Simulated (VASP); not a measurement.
LaPRuO:

```
La P Ru O
1.0
     4.04800    0.00000    0.00000
     0.00000    4.04800    0.00000
     0.00000    0.00000    8.41000
La P Ru O
2 2 2 2
Direct
  0.00000 0.50000 0.84906
  0.50000 0.00000 0.15094
  0.50000 0.00000 0.64705
  0.00000 0.50000 0.35295
  0.00000 0.00000 0.50000
  0.50000 0.50000 0.50000
  0.50000 0.50000 0.00000
  0.00000 0.00000 0.00000
```

The cell was built by a generator and needn't be a form met in nature.

* Program: VASP 6.6.1
* Task: relaxation of cell and atoms
* Functional: PBE
* Dispersion: D3(BJ)
* Potentials or basis: VASP PAW PBE potentials, release 64 (La, P, Ru_pv, O)
* Cutoff: 600 eV
* k mesh: 8 × 8 × 4
* Occupations: gaussian, width 0.03 eV
* Spin: no spin polarisation

At the start: pressure -5.0 GPa; volume 17.23 Å³/atom.

Question: Where does the relaxation end?

Answer: Over 12 steps the energy falls by 18.8 meV/atom and the volume is 16.92 Å³/atom (-1.8 %); space group P4/nmm (No. 129, to 0.05 Å).

Step by step:
| step | energy change (eV) | largest force (eV/Å) | pressure (GPa) | volume (Å³) |
| --- | --- | --- | --- | --- |
| 1 | 0.0000 | 1.1312 | -4.99 | 137.81 |
| 2 | 0.1239 | 0.9881 | 11.16 | 127.39 |
| 3 | -0.1169 | 0.4476 | 0.92 | 133.36 |
| 4 | -0.1170 | 0.4328 | 1.05 | 133.27 |
| 5 | -0.1429 | 0.2735 | 0.45 | 134.45 |
| 6 | -0.1486 | 0.1702 | -0.15 | 135.75 |
| 7 | -0.1497 | 0.1152 | 0.00 | 135.38 |
| 8 | -0.1507 | 0.0116 | -0.07 | 135.43 |
| 9 | -0.1507 | 0.0029 | -0.06 | 135.44 |
| 10 | -0.1507 | 0.0007 | -0.07 | 135.44 |
| 11 | -0.1508 | 0.0154 | 0.13 | 135.30 |
| 12 | -0.1508 | 0.0084 | 0.04 | 135.37 |

Final structure:
```
La P Ru O
1.0
     4.03349    0.00000    0.00000
     0.00000    4.03349    0.00000
     0.00000    0.00000    8.32053
La P Ru O
2 2 2 2
Direct
  0.00000 0.50000 0.85321
  0.50000 0.00000 0.14679
  0.50000 0.00000 0.63902
  0.00000 0.50000 0.36098
  0.00000 0.00000 0.50000
  0.50000 0.50000 0.50000
  0.50000 0.50000 0.00000
  0.00000 0.00000 0.00000
```

Caveat: pairwise dispersion overbinds metals, which lowers pressure and volume.
